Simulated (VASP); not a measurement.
Here is the system:

```
Yb
1.0
    0.00000     2.63909     2.63909
    2.63909     0.00000     2.63909
    2.63909     2.63909     0.00000
Yb
1
Cartesian
  2.63909   0.00000   2.63909
```

Method: PBEsol GGA, VASP's PBE PAW potentials (set 64) (plane waves; VASP). Run with 520 eV cut-off, 10×10×10 Γ-centred mesh, tetrahedra with Blöchl corrections, potentials Yb_2.

The 4f electrons are frozen in the core of the lanthanide potential, so 4f levels, which can set the real gap, and their magnetism are missing.

Q: Estimate the energy per atom (σ→0).

A: 
| Item | Result |
|---|---|
| energy per atom (σ→0) | -1.748 eV/atom |

Only differences to runs with the same potentials and settings are physical.

The compound is Yb in the fcc structure. It was relaxed first, which changed the volume by -11 %.
